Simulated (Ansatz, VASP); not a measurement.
# Mo (Mo(100)-(2x1) missing row) in two plane-wave programs, part 2 of 2

Aim: how closely do two programs agree when they are given the same cell, functional and k mesh? The structure shown is the start of the Ansatz relaxation below; VASP solves that cell, so the two are compared at the walk's first step.

VASP 6.6.1 and Ansatz 0.2.0.

So far: Starting point; Ansatz: relaxation, PBE.

## Step 3: VASP: single point, PBE, start cell

Level of this step: PBE; plane waves and PAW (Mo_sv) (VASP).

The same cell, functional, mesh and smearing now go to VASP, with its own data sets.

Lines of VASP's logs that name or quote its potential files are left out, and so is its time.

INCAR reads:

```
SYSTEM = Mo
PREC = Accurate
ENCUT = 400
EDIFF = 1E-06
NELM = 120
ISMEAR = -1
SIGMA = 0.1
LREAL = .FALSE.
ALGO = Normal
GGA = PE
NBANDS = 78
LASPH = .TRUE.
LORBIT = 11
LWAVE = .FALSE.
LCHARG = .FALSE.
ISIF = 2
LDIPOL = .TRUE.
IDIPOL = 3
DIPOL = 0.5 0.5 0.484
LVHAR = .TRUE.
GGA_COMPAT = .FALSE.
NELMDL = -8
KPAR = 2
```

POSCAR reads:

```
Mo
1.0
    6.3000000000      0.0000000000      0.0000000000
    0.0000000000      3.1500000000      0.0000000000
    0.0000000000      0.0000000000     23.3000000000
Mo
9
Direct
    0.0000000000      0.0000000000      0.3648068670
    0.5000000000      0.0000000000      0.3648068670
    0.2500000000      0.5000000000      0.4324034335
    0.7500000000      0.5000000000      0.4324034335
    0.0000000000      0.0000000000      0.5000000000
    0.5000000000      0.0000000000      0.5000000000
    0.2500000000      0.5000000000      0.5675965665
    0.7500000000      0.5000000000      0.5675965665
    0.0000000000      0.0000000000      0.6351931330
```

KPOINTS reads:

```
Automatic mesh
0
Gamma
5 9 1
0 0 0
```

Potentials, in the order of the species: Mo_sv (PBE family, release 64).

The run is started by

```console
$ mpirun -np 2 vasp_std
```

Numbers of over 12 decimals in the logs are rounded to 6 here.

The log of the run:

```text
[banner, memory and clock lines left out]
running    2 mpi-ranks, on    1 nodes
 distrk:  each k-point on    1 cores,    2 groups
 distr:  one band on    1 cores,    1 groups

 POSCAR found type information on POSCAR Mo
 POSCAR found :  1 types and       9 ions
 LDA part: xc-table for (Slater+PW92), standard interpolation
 POSCAR, INCAR and KPOINTS ok, starting setup
 FFT: planning ... GRIDC
 FFT: planning ... GRID_SOFT
 FFT: planning ... GRID
 WAVECAR not read
 entering main loop
       N       E                     dE             d eps       ncg     rms          rms(c)
DAV:   1     0.999249443217E+03    0.99925E+03   -0.73648E+04  3444   0.118E+03
DAV:   2    -0.578122628112E+02   -0.10571E+04   -0.10254E+04  2710   0.379E+02
DAV:   3    -0.970583233766E+02   -0.39246E+02   -0.37189E+02  2976   0.586E+01
DAV:   4    -0.991363517541E+02   -0.20780E+01   -0.20172E+01  3240   0.942E+00
DAV:   5    -0.992070005143E+02   -0.70649E-01   -0.69851E-01  3146   0.150E+00
DAV:   6    -0.992098976808E+02   -0.28972E-02   -0.28808E-02  3240   0.261E-01
DAV:   7    -0.992100396643E+02   -0.14198E-03   -0.14155E-03  2898   0.484E-02
DAV:   8    -0.992100485013E+02   -0.88371E-05   -0.88198E-05  2736   0.101E-02    0.357E+01
DAV:   9    -0.103870260551E+03   -0.46602E+01   -0.98227E+01  3060   0.327E+01    0.283E+01
DAV:  10    -0.108367021871E+03   -0.44968E+01   -0.18939E+02  3136   0.408E+01    0.256E+01
DAV:  11    -0.138765388343E+03   -0.30398E+02   -0.19731E+02  3300   0.430E+01    0.354E+01
DAV:  12    -0.886315637110E+02    0.50134E+02   -0.81835E+01  3442   0.246E+01    0.744E+00
DAV:  13    -0.901196673367E+02   -0.14881E+01   -0.25463E+01  3040   0.117E+01    0.635E+00
DAV:  14    -0.900633868180E+02    0.56281E-01   -0.14067E+00  3232   0.381E+00    0.536E+00
[...]
DAV:  30    -0.897742116050E+02   -0.26357E-04   -0.34730E-06  1920   0.444E-03    0.310E-03
DAV:  31    -0.897742182113E+02   -0.66063E-05   -0.10999E-06  1792   0.340E-03    0.121E-03
DAV:  32    -0.897742210209E+02   -0.28096E-05   -0.39389E-07  1704   0.154E-03    0.776E-04
DAV:  33    -0.897742236258E+02   -0.26049E-05   -0.20248E-07  1664   0.131E-03    0.500E-04
DAV:  34    -0.897742257868E+02   -0.21611E-05   -0.75407E-08  1560   0.679E-04    0.375E-04
DAV:  35    -0.897742271946E+02   -0.14078E-05   -0.41803E-08  1496   0.423E-04    0.263E-04
DAV:  36    -0.897742282602E+02   -0.10656E-05   -0.45497E-08  1536   0.420E-04    0.185E-04
DAV:  37    -0.897742283745E+02   -0.11431E-06   -0.10944E-08  1456   0.239E-04
   1 F= -.89774228E+02 E0= -.89596888E+02  d E =-.354682E+00
```

From OUTCAR (step 3):

```text
ion  position               nearest neighbor table
   1  0.000  0.000  0.365-   3 2.73   4 2.73   3 2.73   4 2.73   5 3.15   2 3.15   2 3.15
   2  0.500  0.000  0.365-   3 2.73   4 2.73   3 2.73   4 2.73   6 3.15   1 3.15   1 3.15
   3  0.250  0.500  0.432-   1 2.73   2 2.73   5 2.73   6 2.73   1 2.73   2 2.73   5 2.73   6 2.73
                             7 3.15   4 3.15   4 3.15
   4  0.750  0.500  0.432-   1 2.73   2 2.73   5 2.73   6 2.73   1 2.73   2 2.73   5 2.73   6 2.73
                             8 3.15   3 3.15   3 3.15
   5  0.000  0.000  0.500-   3 2.73   4 2.73   7 2.73   8 2.73   3 2.73   4 2.73   7 2.73   8 2.73
                             1 3.15   9 3.15   6 3.15   6 3.15
   6  0.500  0.000  0.500-   3 2.73   4 2.73   7 2.73   8 2.73   3 2.73   4 2.73   7 2.73   8 2.73
                             2 3.15   5 3.15   5 3.15
   7  0.250  0.500  0.568-   5 2.73   6 2.73   9 2.73   5 2.73   6 2.73   9 2.73   3 3.15   8 3.15
                             8 3.15
   8  0.750  0.500  0.568-   5 2.73   6 2.73   9 2.73   5 2.73   6 2.73   9 2.73   4 3.15   7 3.15
                             7 3.15
   9  0.000  0.000  0.635-   7 2.73   8 2.73   7 2.73   8 2.73   5 3.15

  LATTYP: Found a simple orthorhombic cell.
 ALAT       =     3.1500000000
 B/A-ratio  =     2.0000000000
 C/A-ratio  =     7.3968253968

 Subroutine GETGRP returns: Found  4 space group operations
 (whereof  4 operations were pure point group operations)

The static configuration has the point symmetry C_2v.

 Found     15 irreducible k-points:

   k-points           NKPTS =     15   k-points in BZ     NKDIM =     15   number of bands    NBANDS=     78

   dimension x,y,z NGX =    42 NGY =   24 NGZ =  160
   dimension x,y,z NGXF=    84 NGYF=   48 NGZF=  320

   ENCUT  =  400.0 eV  29.40 Ry    5.42 a.u.  10.27  5.14 38.00*2*pi/ulx,y,z

   NELECT =     126.0000    total number of electrons

 k-points in reciprocal lattice and weights: Automatic mesh
   0.00000000  0.00000000  0.00000000       0.022
   0.20000000  0.00000000  0.00000000       0.044
   0.40000000  0.00000000  0.00000000       0.044
   0.00000000  0.11111111  0.00000000       0.044
   0.20000000  0.11111111  0.00000000       0.089
   0.40000000  0.11111111  0.00000000       0.089
   0.00000000  0.22222222  0.00000000       0.044
   0.20000000  0.22222222  0.00000000       0.089
   0.40000000  0.22222222  0.00000000       0.089
[...]
0.20000000  0.44444444  0.00000000       0.089
   0.40000000  0.44444444  0.00000000       0.089

 dipolmoment           0.000000      0.000000     -0.027127 electrons x Angstroem

 average (electrostatic) potential at core
       1 -80.2591       2 -80.2804       3 -80.4389       4 -80.4389       5 -80.5210
       6 -80.4286       7 -80.4200       8 -80.4200       9 -80.4127

 E-fermi :   1.2081

 k-point     1 :       0.0000    0.0000    0.0000
  band No.  band energies     occupation
    ...
     61       0.7172      1.98535
     62       0.9170      1.89677
     63       1.1493      1.28583
     64       1.2149      0.96582
     65       1.2746      0.67923
     66       1.5288      0.07778
     67       1.5303      0.07664
     68       1.7111      0.01299
     69       2.0382      0.00050
     70       2.0684      0.00037
    ...

 k-point     2 :       0.2000    0.0000    0.0000
  band No.  band energies     occupation
    ...
     60       0.6515      1.99237
     61       0.9140      1.89967
     62       0.9773      1.81901
     63       1.1201      1.41356
     64       1.1650      1.21184
     65       1.3230      0.48123
     66       1.4613      0.14726
     67       1.6434      0.02541
     68       1.7009      0.01438
     69       1.9061      0.00186
    ...

 k-point     3 :       0.4000    0.0000    0.0000
  band No.  band energies     occupation
    ...
     59       0.4202      1.99924
     60       0.4763      1.99867
     61       0.4945      1.99841
     62       0.9398      1.87202
     63       0.9665      1.83610
     64       1.4596      0.14963
     65       1.4786      0.12527
     66       1.6054      0.03691
     67       1.7260      0.01120
     68       1.7904      0.00590
    ...

  Total      -12.1423243    -14.1318097    -11.2964106      0.0000000      0.0000000      0.0000000
  in kB      -42.0731846    -48.9667566    -39.1420916      0.0000000      0.0000000      0.0000000
  external PRESSURE =     -43.3940109 kB  Pullay stress =       0.0000000 kB

  energy-cutoff  :      400.00
  volume of cell :      462.39
      direct lattice vectors                 reciprocal lattice vectors
     6.300000000  0.000000000  0.000000000     0.158730159  0.000000000  0.000000000
     0.000000000  3.150000000  0.000000000     0.000000000  0.317460317  0.000000000
     0.000000000  0.000000000 23.300000000     0.000000000  0.000000000  0.042918455

 POSITION                                       TOTAL-FORCE (eV/Angst)
 -----------------------------------------------------------------------------------
      0.00000      0.00000      8.50000         0.000000      0.000000      1.581526
      3.15000      0.00000      8.50000         0.000000      0.000000      1.339191
      1.57500      1.57500     10.07500         0.126078      0.000000     -1.567183
      4.72500      1.57500     10.07500        -0.126078      0.000000     -1.567183
      0.00000      0.00000     11.65000         0.000000      0.000000      1.024760
      3.15000      0.00000     11.65000         0.000000      0.000000      0.539248
      1.57500      1.57500     13.22500        -0.784012     -0.000000      0.587220
      4.72500      1.57500     13.22500         0.784012      0.000000      0.587220
      0.00000      0.00000     14.80000         0.000000      0.000000     -2.524799
 -----------------------------------------------------------------------------------
    total drift:                                0.000000      0.000000     -0.000410

  FREE ENERGIE OF THE ION-ELECTRON SYSTEM (eV)
  ---------------------------------------------------
  free  energy   TOTEN  =       -89.7742283745 eV

  energy  without entropy=      -89.4195468580  energy(sigma->0) =      -89.59688762

 vacuum level on the upper side and lower side of the slab         4.868         5.115

 total charge
# of ion       s       p       d       tot
------------------------------------------
    1        2.339   6.071   3.906  12.316
    2        2.340   6.072   3.900  12.312
    3        2.381   6.195   3.900  12.475
    4        2.381   6.195   3.900  12.475
    5        2.375   6.202   3.909  12.486
    6        2.384   6.193   3.914  12.491
    7        2.362   6.148   3.854  12.364
    8        2.362   6.148   3.854  12.364
    9        2.373   6.046   3.898  12.317
--------------------------------------------------
tot         21.296  55.269  35.034 111.599

[... 3 further parts left out ...]
```

## Step 4: Comparison

Known differences besides the potentials themselves: the cutoff is 420 eV in Ansatz and 400 eV in VASP. Total energies have different zeros and are not compared.

Forces (eV/Å; atoms numbered as in POSCAR):

```
atom         Ansatz x, y, z           VASP x, y, z
 Mo1    0.000, 0.000, 1.609    0.000, 0.000, 1.582
 Mo2    0.000, 0.000, 1.366    0.000, 0.000, 1.339
 Mo3   0.125, 0.000, -1.557   0.126, 0.000, -1.567
 Mo4  -0.125, 0.000, -1.557  -0.126, 0.000, -1.567
 Mo5    0.000, 0.000, 1.021    0.000, 0.000, 1.025
 Mo6    0.000, 0.000, 0.535    0.000, 0.000, 0.539
 Mo7   -0.796, 0.000, 0.568   -0.784, 0.000, 0.587
 Mo8    0.796, 0.000, 0.568    0.784, 0.000, 0.587
 Mo9   0.000, 0.000, -2.553   0.000, 0.000, -2.525
```

The forces differ by 11 meV/Å r.m.s., which is 1.4 % of the r.m.s. force of 0.836 eV/Å (both taken over all components). With vacuum in the cell, a pressure given here is an average over mostly empty space and none of the material.

## Step 5: Summary of results

```
r.m.s. force difference (single point, PBE, start cell) : 1.4 % of the r.m.s. force
```

What this shows: The r.m.s. force difference is 1.4 % of the r.m.s. force (single point, PBE, start cell), within the 3 % picked in this series as the mark of a large difference. How closely two codes agree says nothing of how well the functional describes the real material.

[Lines on the potential files, build, host, timing and source positions are cut from VASP's logs without a mark.]

[Logs are printed without paths, hosts, clocks, repeated set-up lines and the standing remarks that a program may print on its own settings, such as how far it seeks lower states.]

[Hosts, paths, dates, database ids (printed as entryN), source tags and the programs' standing remarks are cut or masked in the printed files.]
